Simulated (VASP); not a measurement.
A VASP calculation is set up with these files.

File KPOINTS:
```
Automatic mesh
0
Gamma
12 12 12
0 0 0
```

INCAR:
```
SYSTEM = Ir
PREC = Accurate
ENCUT = 400
EDIFF = 1E-6
NELM = 5
ALGO = Normal
LREAL = .FALSE.
LASPH = .TRUE.
ISMEAR = 1
SIGMA = 0.1
GGA = PE
LMAXMIX = 6
LWAVE = .FALSE.
LCHARG = .FALSE.
ISIF = 2
```

### POSCAR
```
Ir
1
    0.0000000000     1.9200000000     1.9200000000
    1.9200000000     0.0000000000     1.9200000000
    1.9200000000     1.9200000000     0.0000000000
Ir
1
Direct
  0.0000000000   0.0000000000   0.0000000000
```

POTCAR, in this order: Ir (PBE.64 set). Program: vasp_std.

The run wrote:

### standard output
```
 POSCAR found type information on POSCAR Ir
 POSCAR found :  1 types and       1 ions
 Reading from existing POTCAR
 Reading from existing POTCAR
 LDA part: xc-table for (Slater+PW92), standard interpolation
 POSCAR, INCAR and KPOINTS ok, starting setup
 WAVECAR not read
 entering main loop
       N       E                     dE             d eps       ncg     rms          rms(c)
DAV:   1     0.321381535362E+02    0.32138E+02   -0.38854E+03  1256   0.818E+02
DAV:   2    -0.891796407137E+01   -0.41056E+02   -0.38731E+02  1168   0.181E+02
DAV:   3    -0.941385248242E+01   -0.49589E+00   -0.49543E+00  1704   0.267E+01
DAV:   4    -0.941659454545E+01   -0.27421E-02   -0.27421E-02  1480   0.143E+00
DAV:   5    -0.941661010592E+01   -0.15560E-04   -0.15560E-04  1680   0.629E-02

 -----------------------------------------------------------------------------
|                                                                             |
|           W    W    AA    RRRRR   N    N  II  N    N   GGGG   !!!           |
|           W    W   A  A   R    R  NN   N  II  NN   N  G    G  !!!           |
|           W    W  A    A  R    R  N N  N  II  N N  N  G       !!!           |
|           W WW W  AAAAAA  RRRRR   N  N N  II  N  N N  G  GGG   !            |
|           WW  WW  A    A  R   R   N   NN  II  N   NN  G    G                |
|           W    W  A    A  R    R  N    N  II  N    N   GGGG   !!!           |
|                                                                             |
|     The electronic self-consistency was not achieved in the given           |
|     number of steps (NELM). The forces and other quantities evaluated       |
|     might not be reliable so examine the results carefully. If you find     |
|     spurious results, we suggest increasing NELM, if you were close to      |
|     convergence or switching to a different ALGO or adjusting the           |
|     density mixing parameters otherwise.                                    |
|                                                                             |
 -----------------------------------------------------------------------------

   1 F= -.94166101E+01 E0= -.94167244E+01  d E =0.342975E-03
```

**OUTCAR**
```
------------------------ aborting loop EDIFF was not reached (unconverged)  ----------------------------
  FORCE on cell =-STRESS in cart. coord.  units (eV):
  Direction    XX          YY          ZZ          XY          YZ          ZX
  --------------------------------------------------------------------------------------
  Total       -6.5516756     -6.5516756     -6.5516756     -0.0000000     -0.0000000      0.0000000
  in kB     -741.5309513   -741.5309513   -741.5309513     -0.0000000     -0.0000000      0.0000000
  external PRESSURE =    -741.5309513 kB  Pullay stress =       0.0000000 kB
  volume of cell :       14.16
      direct lattice vectors                 reciprocal lattice vectors
     0.000000000  1.920000000  1.920000000    -0.260416667  0.260416667  0.260416667
     1.920000000  0.000000000  1.920000000     0.260416667 -0.260416667  0.260416667
     1.920000000  1.920000000  0.000000000     0.260416667  0.260416667 -0.260416667
 POSITION                                       TOTAL-FORCE (eV/Angst)
 -----------------------------------------------------------------------------------
      0.00000      0.00000      0.00000         0.000000      0.000000      0.000000
 -----------------------------------------------------------------------------------
    total drift:                                0.000000     -0.000000      0.000000
  FREE ENERGIE OF THE ION-ELECTRON SYSTEM (eV)
  ---------------------------------------------------
  free  energy   TOTEN  =        -9.4166101059 eV

  energy  without entropy=       -9.4169530811  energy(sigma->0) =       -9.41672443
```
(Selected blocks of OUTCAR.)

Question: Read the log: what went wrong, and how is it fixed?

Answer: The cause: NELM is too small, so the electronic loop ends before EDIFF is met. The run did not converge; its last values are not results. Against the sound run, the energy per atom (σ→0) falls by 0.559 eV/atom; the pressure drops by 83.18 GPa. To mend it, set NELM = 100.

The mended run (PBE GGA, plane waves, VASP's PBE PAW potentials (set 64)) converges, and its OSZICAR ends with
```
   1 F= -.88575034E+01 E0= -.88577753E+01  d E =0.815636E-03
```

The compound is Ir in the fcc structure. The cell was not relaxed at this level.
